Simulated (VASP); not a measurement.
Calculation: r2SCAN meta-GGA, VASP's PBE PAW potentials (set 64) (plane waves; VASP).

VASP input:

INCAR:
```
LCHARG  =  .FALSE.
LWAVE  =  .FALSE.
SIGMA  =  0.05   ! width (eV)
NSW  =  1
NELM  =  100
ISMEAR  =  0   ! Gaussian
LREAL  =  .FALSE.
SYSTEM  =  Ca2Si
METAGGA  =  R2SCAN
IBRION  =  6
ALGO  =  Normal   ! blocked Davidson
ISIF  =  3   ! ions, shape and volume
LASPH  =  .TRUE.
POTIM  =  0.015   ! step
NFREE  =  2
EDIFF  =  1E-7   ! SCF stop (eV)
ENCUT  =  530   ! plane-wave cut-off (eV)
PREC  =  Accurate
LMIXTAU  =  .TRUE.
```

File KPOINTS:
```
Automatic mesh
0
Gamma
5 5 5
0 0 0
```

### POSCAR
```
Ca2Si
7.1672970
  0.0000000000   0.5000000153   0.5000000153
  0.5000000153   0.0000000000   0.5000000153
  0.5000000153   0.5000000153   0.0000000000
Ca Si
2 1
Cartesian
  0.7500000230   0.7500000230   0.7500000230
  0.2500000077   0.2500000077   0.2500000077
  0.0000000000   0.0000000000   0.0000000000
```

POTCAR, in this order: Ca_sv Si (PBE.64 set). Program: vasp_std.

What VASP printed:

File OSZICAR:
```
...
DAV:   3    -0.244455152451E+02    0.67571E-02   -0.22521E-02  1568   0.180E+00    0.574E-02
DAV:   4    -0.244464549062E+02   -0.93966E-03   -0.69942E-03  1632   0.101E+00    0.295E-02
DAV:   5    -0.244456351707E+02    0.81974E-03   -0.48481E-03  1304   0.819E-01    0.166E-02
DAV:   6    -0.244466141894E+02   -0.97902E-03   -0.42358E-03  1272   0.770E-01    0.449E-03
DAV:   7    -0.244466734145E+02   -0.59225E-04   -0.74749E-04  1584   0.316E-01    0.190E-03
DAV:   8    -0.244467975627E+02   -0.12415E-03   -0.77788E-05  1688   0.976E-02    0.107E-03
DAV:   9    -0.244467406882E+02    0.56874E-04   -0.34638E-05  1520   0.649E-02    0.479E-04
DAV:  10    -0.244467890727E+02   -0.48385E-04   -0.19003E-05  1456   0.494E-02    0.147E-04
DAV:  11    -0.244467799491E+02    0.91237E-05   -0.14612E-06  1832   0.132E-02    0.991E-05
DAV:  12    -0.244467780857E+02    0.18634E-05   -0.98323E-08  1352   0.387E-03    0.619E-05
DAV:  13    -0.244467775046E+02    0.58105E-06   -0.30178E-08  1160   0.211E-03    0.189E-05
DAV:  14    -0.244467777892E+02   -0.28458E-06   -0.15412E-08  1040   0.143E-03    0.779E-06
DAV:  15    -0.244467779299E+02   -0.14070E-06   -0.21384E-09   968   0.435E-04    0.538E-06
DAV:  16    -0.244467780112E+02   -0.81323E-07   -0.67293E-10   872   0.226E-04
  12 F= -.24446778E+02 E0= -.24446778E+02  d E =-.501025E-20
       N       E                     dE             d eps       ncg     rms          rms(c)
DAV:   1    -0.244875064825E+02   -0.40729E-01   -0.18798E+00  1408   0.119E+01    0.118E+00
DAV:   2    -0.244534212350E+02    0.34085E-01   -0.49711E-02  1824   0.207E+00    0.705E-01
DAV:   3    -0.244450060910E+02    0.84151E-02   -0.42047E-02  1600   0.232E+00    0.855E-02
DAV:   4    -0.244464096224E+02   -0.14035E-02   -0.89023E-03  1536   0.114E+00    0.408E-02
DAV:   5    -0.244460723593E+02    0.33726E-03   -0.41459E-03  1360   0.759E-01    0.313E-02
DAV:   6    -0.244466917149E+02   -0.61936E-03   -0.20833E-03  1320   0.548E-01    0.105E-02
DAV:   7    -0.244467831835E+02   -0.91469E-04   -0.90510E-05  1856   0.983E-02    0.507E-03
DAV:   8    -0.244467799199E+02    0.32636E-05   -0.14495E-05  1520   0.495E-02    0.124E-03
DAV:   9    -0.244467795599E+02    0.35999E-06   -0.78645E-06  1544   0.316E-02    0.727E-04
DAV:  10    -0.244467811733E+02   -0.16134E-05   -0.33804E-06  1520   0.203E-02    0.329E-04
DAV:  11    -0.244467814831E+02   -0.30977E-06   -0.14647E-07  1552   0.405E-03    0.944E-05
DAV:  12    -0.244467814125E+02    0.70616E-07   -0.20338E-08  1208   0.151E-03
  13 F= -.24446781E+02 E0= -.24446781E+02  d E =-.271054E-23
       N       E                     dE             d eps       ncg     rms          rms(c)
DAV:   1    -0.244523517119E+02   -0.55702E-02   -0.14778E+00   864   0.119E+01    0.579E-01
DAV:   2    -0.244486773767E+02    0.36743E-02   -0.47332E-02  1288   0.225E+00    0.344E-01
DAV:   3    -0.244451295768E+02    0.35478E-02   -0.16495E-02  1088   0.140E+00    0.752E-02
DAV:   4    -0.244473114113E+02   -0.21818E-02   -0.88624E-03   936   0.949E-01    0.183E-02
DAV:   5    -0.244479065413E+02   -0.59513E-03   -0.16521E-03  1152   0.450E-01    0.125E-02
DAV:   6    -0.244472832300E+02    0.62331E-03   -0.12284E-03   976   0.408E-01    0.232E-03
DAV:   7    -0.244479305987E+02   -0.64737E-03   -0.83839E-04   896   0.337E-01    0.135E-03
DAV:   8    -0.244478484196E+02    0.82179E-04   -0.10906E-04  1168   0.121E-01    0.792E-04
DAV:   9    -0.244479139942E+02   -0.65575E-04   -0.31083E-05  1104   0.658E-02    0.426E-04
DAV:  10    -0.244478866498E+02    0.27344E-04   -0.78289E-06  1176   0.336E-02    0.216E-04
DAV:  11    -0.244479057908E+02   -0.19141E-04   -0.32928E-06  1136   0.221E-02    0.139E-04
DAV:  12    -0.244479000563E+02    0.57345E-05   -0.30692E-07  1024   0.669E-03    0.636E-05
DAV:  13    -0.244478995081E+02    0.54818E-06   -0.46650E-08   864   0.270E-03    0.464E-05
DAV:  14    -0.244478987521E+02    0.75597E-06   -0.17786E-08   776   0.169E-03    0.212E-05
DAV:  15    -0.244478985083E+02    0.24377E-06   -0.43319E-09   744   0.695E-04    0.151E-05
DAV:  16    -0.244478983624E+02    0.14600E-06   -0.25476E-09   664   0.532E-04    0.107E-05
DAV:  17    -0.244478982594E+02    0.10297E-06   -0.18320E-09   624   0.466E-04    0.863E-06
DAV:  18    -0.244478981777E+02    0.81720E-07   -0.91474E-10   544   0.299E-04
  14 F= -.24447898E+02 E0= -.24447898E+02  d E =-.117016E-23
       N       E                     dE             d eps       ncg     rms          rms(c)
DAV:   1    -0.244416052336E+02    0.62930E-02   -0.21765E+00   864   0.143E+01    0.454E-01
DAV:   2    -0.244443960908E+02   -0.27909E-02   -0.82471E-02  1104   0.306E+00    0.188E-01
DAV:   3    -0.244465687821E+02   -0.21727E-02   -0.15633E-02   952   0.119E+00    0.914E-02
DAV:   4    -0.244475743517E+02   -0.10056E-02   -0.43884E-03   968   0.677E-01    0.258E-02
DAV:   5    -0.244478549969E+02   -0.28065E-03   -0.68075E-04  1416   0.256E-01    0.679E-03
DAV:   6    -0.244478766735E+02   -0.21677E-04   -0.12822E-04  1040   0.118E-01    0.401E-03
DAV:   7    -0.244478931660E+02   -0.16492E-04   -0.49361E-05  1112   0.728E-02    0.182E-03
DAV:   8    -0.244478964002E+02   -0.32343E-05   -0.47218E-06  1248   0.261E-02    0.999E-04
DAV:   9    -0.244478980181E+02   -0.16178E-05   -0.10246E-06  1248   0.112E-02    0.484E-04
DAV:  10    -0.244478972681E+02    0.74999E-06   -0.35991E-07  1088   0.713E-03    0.131E-04
DAV:  11    -0.244478977718E+02   -0.50375E-06   -0.86195E-08   944   0.337E-03    0.716E-05
DAV:  12    -0.244478975204E+02    0.25144E-06   -0.17724E-08   824   0.142E-03    0.268E-05
DAV:  13    -0.244478975693E+02   -0.48899E-07   -0.50030E-09   808   0.680E-04
  15 F= -.24447898E+02 E0= -.24447898E+02  d E =-.328370E-12
       N       E                     dE             d eps       ncg     rms          rms(c)
DAV:   1    -0.244453871787E+02    0.25103E-02   -0.84157E-01   576   0.911E+00    0.200E-01
DAV:   2    -0.244474057323E+02   -0.20186E-02   -0.29747E-02   776   0.183E+00    0.101E-01
DAV:   3    -0.244462205359E+02    0.11852E-02   -0.70519E-03   640   0.783E-01    0.446E-02
DAV:   4    -0.244477485573E+02   -0.15280E-02   -0.42052E-03   584   0.657E-01    0.136E-02
DAV:   5    -0.244477212474E+02    0.27310E-04   -0.10928E-03   640   0.338E-01    0.541E-03
DAV:   6    -0.244478710284E+02   -0.14978E-03   -0.19844E-04   792   0.157E-01    0.267E-03
DAV:   7    -0.244477522094E+02    0.11882E-03   -0.21616E-04   624   0.168E-01    0.134E-03
DAV:   8    -0.244478688301E+02   -0.11662E-03   -0.66709E-05   608   0.917E-02    0.648E-04
DAV:   9    -0.244478837185E+02   -0.14888E-04   -0.29711E-06   992   0.160E-02    0.329E-04
DAV:  10    -0.244478763874E+02    0.73311E-05   -0.22228E-06   704   0.169E-02    0.823E-05
DAV:  11    -0.244478823661E+02   -0.59787E-05   -0.35732E-07   640   0.664E-03    0.611E-05
DAV:  12    -0.244478784098E+02    0.39563E-05   -0.82566E-08   584   0.279E-03    0.201E-05
DAV:  13    -0.244478796200E+02   -0.12102E-05   -0.12695E-08   456   0.128E-03    0.102E-05
DAV:  14    -0.244478797101E+02   -0.90142E-07   -0.24033E-09   432   0.487E-04
  16 F= -.24447880E+02 E0= -.24447880E+02  d E =-.120914E-10
       N       E                     dE             d eps       ncg     rms          rms(c)
DAV:   1    -0.244481855918E+02   -0.30597E-03   -0.22500E-01   576   0.149E+00    0.998E-02
DAV:   2    -0.244480807620E+02    0.10483E-03   -0.69290E-03   832   0.415E-01    0.547E-02
DAV:   3    -0.244477648315E+02    0.31593E-03   -0.23620E-03   728   0.219E-01    0.243E-02
DAV:   4    -0.244478761116E+02   -0.11128E-03   -0.29092E-04   752   0.123E-01    0.143E-02
DAV:   5    -0.244478618618E+02    0.14250E-04   -0.12112E-05   776   0.304E-02    0.102E-02
DAV:   6    -0.244478796482E+02   -0.17786E-04   -0.74670E-05   680   0.737E-02    0.331E-03
DAV:   7    -0.244478794867E+02    0.16147E-06   -0.42385E-06   896   0.177E-02    0.365E-03
DAV:   8    -0.244478794385E+02    0.48165E-07   -0.75087E-07   568   0.845E-03
  17 F= -.24447879E+02 E0= -.24447879E+02  d E =-.120890E-10
```

File OUTCAR:
```
------------------------ aborting loop because EDIFF is reached ----------------------------------------
  FORCE on cell =-STRESS in cart. coord.  units (eV):
  Direction    XX          YY          ZZ          XY          YZ          ZX
  --------------------------------------------------------------------------------------
  Total        0.0087410      0.0105368      0.0105368      0.0000000      0.0000000      0.0000000
  in kB        0.1521476      0.1834061      0.1834061      0.0000000      0.0000000      0.0000000
  external PRESSURE =       0.1729866 kB  Pullay stress =       0.0000000 kB
  volume of cell :       92.05
      direct lattice vectors                 reciprocal lattice vectors
     0.000000000  3.583648610  3.583648610    -0.139522608  0.139522608  0.139522608
     3.583648610  0.000000000  3.583648610     0.139522608 -0.139522608  0.139522608
     3.583648610  3.583648610  0.000000000     0.139522608  0.139522608 -0.139522608
 POSITION                                       TOTAL-FORCE (eV/Angst)
 -----------------------------------------------------------------------------------
      5.37547      5.37547      5.37547        -0.029459      0.000000      0.000000
      1.79182      1.79182      1.79182        -0.029459     -0.000000     -0.000000
     -0.01500      0.00000      0.00000         0.058919      0.000000      0.000000
 -----------------------------------------------------------------------------------
    total drift:                                0.000691      0.000000      0.000000
  FREE ENERGIE OF THE ION-ELECTRON SYSTEM (eV)
  ---------------------------------------------------
  free  energy   TOTEN  =       -24.4478794385 eV

  energy  without entropy=      -24.4478794385  energy(sigma->0) =      -24.44787944

   1 f  =    6.797873 THz    42.712294 2PiTHz  226.752625 cm-1    28.113730 meV
             X         Y         Z           dx          dy          dz
      5.375473  5.375473  5.375473     0.000886    0.304463    0.192414
      1.791824  1.791824  1.791824     0.000886    0.304463    0.192414
      0.000000  0.000000  0.000000    -0.002118   -0.727457   -0.459737

   2 f  =    6.797873 THz    42.712294 2PiTHz  226.752625 cm-1    28.113730 meV
             X         Y         Z           dx          dy          dz
      5.375473  5.375473  5.375473     0.001367    0.192411   -0.304464
      1.791824  1.791824  1.791824     0.001367    0.192411   -0.304464
      0.000000  0.000000  0.000000    -0.003266   -0.459728    0.727458

   3 f  =    6.797873 THz    42.712294 2PiTHz  226.752625 cm-1    28.113730 meV
             X         Y         Z           dx          dy          dz
      5.375473  5.375473  5.375473     0.360166   -0.001479    0.000682
      1.791824  1.791824  1.791824     0.360166   -0.001479    0.000682
      0.000000  0.000000  0.000000    -0.860547    0.003535   -0.001629

   4 f  =    5.828970 THz    36.624497 2PiTHz  194.433499 cm-1    24.106671 meV
             X         Y         Z           dx          dy          dz
      5.375473  5.375473  5.375473     0.707107    0.000000    0.000000
      1.791824  1.791824  1.791824    -0.707107   -0.000000   -0.000000
      0.000000  0.000000  0.000000    -0.000000   -0.000000    0.000000

   5 f  =    5.828970 THz    36.624497 2PiTHz  194.433499 cm-1    24.106671 meV
             X         Y         Z           dx          dy          dz
      5.375473  5.375473  5.375473    -0.000000    0.000000    0.707107
      1.791824  1.791824  1.791824    -0.000000    0.000000   -0.707107
      0.000000  0.000000  0.000000     0.000000   -0.000000   -0.000000

   6 f  =    5.828970 THz    36.624497 2PiTHz  194.433499 cm-1    24.106671 meV
             X         Y         Z           dx          dy          dz
      5.375473  5.375473  5.375473     0.000000    0.707107    0.000000
      1.791824  1.791824  1.791824     0.000000   -0.707107   -0.000000
      0.000000  0.000000  0.000000    -0.000000   -0.000000    0.000000

   7 f/i=    0.000183 THz     0.001150 2PiTHz    0.006107 cm-1     0.000757 meV
             X         Y         Z           dx          dy          dz
      5.375473  5.375473  5.375473    -0.606508    0.049229   -0.001634
      1.791824  1.791824  1.791824    -0.606508    0.049229   -0.001634
      0.000000  0.000000  0.000000    -0.507685    0.041208   -0.001367

   8 f/i=    0.000183 THz     0.001150 2PiTHz    0.006107 cm-1     0.000757 meV
             X         Y         Z           dx          dy          dz
      5.375473  5.375473  5.375473     0.049252    0.605855   -0.028138
      1.791824  1.791824  1.791824     0.049252    0.605855   -0.028138
      0.000000  0.000000  0.000000     0.041227    0.507138   -0.023554

   9 f/i=    0.000183 THz     0.001150 2PiTHz    0.006107 cm-1     0.000757 meV
             X         Y         Z           dx          dy          dz
      5.375473  5.375473  5.375473    -0.000650   -0.028178   -0.607852
      1.791824  1.791824  1.791824    -0.000650   -0.028178   -0.607852
      0.000000  0.000000  0.000000    -0.000544   -0.023587   -0.508809

 ELASTIC MODULI CONTR FROM IONIC RELAXATION (kBar)
 Direction    XX          YY          ZZ          XY          YZ          ZX
 --------------------------------------------------------------------------------
 XX          -0.0000     -0.0000     -0.0000      0.0000      0.0000     -0.0000
 YY          -0.0000     -0.0000     -0.0000      0.0000      0.0000      0.0000
 ZZ          -0.0000     -0.0000     -0.0000     -0.0000      0.0000     -0.0000
 XY           0.0000      0.0000     -0.0000    -17.7037     -0.0000     -0.0000
 YZ           0.0000      0.0000      0.0000     -0.0000    -17.7037      0.0000
 ZX          -0.0000      0.0000     -0.0000     -0.0000      0.0000    -17.7037
 --------------------------------------------------------------------------------

 TOTAL ELASTIC MODULI (kBar)
 Direction    XX          YY          ZZ          XY          YZ          ZX
 --------------------------------------------------------------------------------
 XX         888.6766    144.2090    144.2090     -0.0000     -0.0000      0.0000
 YY         144.2090    888.6766    144.2090      0.0000     -0.0000      0.0000
 ZZ         144.2090    144.2090    888.6766     -0.0000      0.0000      0.0000
 XY          -0.0000      0.0000     -0.0000    222.1191     -0.0000     -0.0000
 YZ          -0.0000     -0.0000      0.0000     -0.0000    222.1191      0.0000
 ZX           0.0000      0.0000      0.0000     -0.0000      0.0000    222.1191
 --------------------------------------------------------------------------------
```
(Selected blocks of OUTCAR.)

The structure comes from a computed database's Ca2Si entry (Fm-3m); how it stands against other phases isn't given here. It was relaxed first.
